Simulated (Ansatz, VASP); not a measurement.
CuAs in VASP and in Ansatz

```
CELL_PARAMETERS angstrom
3.71129 0.00000 0.00000
-1.85565 3.21407 0.00000
0.00000 0.00000 4.77014
ATOMIC_POSITIONS crystal
Cu 0.00000 0.00000 0.50000
Cu 0.00000 0.00000 0.00000
As 0.66667 0.33333 0.75000
As 0.33333 0.66667 0.25000
```

Alike in both runs: task single point; functional LDA; k mesh 15 × 15 × 10; occupations gaussian, width 0.15 eV; no spin polarisation.

|  | VASP | Ansatz |
| --- | --- | --- |
| version | VASP 6.6.1 | Ansatz 0.2.0 |
| potentials or method | VASP PAW LDA potentials, release 64 (Cu, As) | scalar-relativistic, plane waves, PAW |
| plane-wave cutoff (eV) | 520 | 520 |
| valence electrons in the cell | 32 | 68 |

```csv
,VASP,Ansatz,Ansatz less VASP
gap on the k mesh at the Fermi level (eV),none,none,-
pressure (GPa),8.7,8.1,-0.58
```

A gap of «none» marks a metal or a gap that the smearing closes. The two sets of potentials don't hold the same shells in valence.
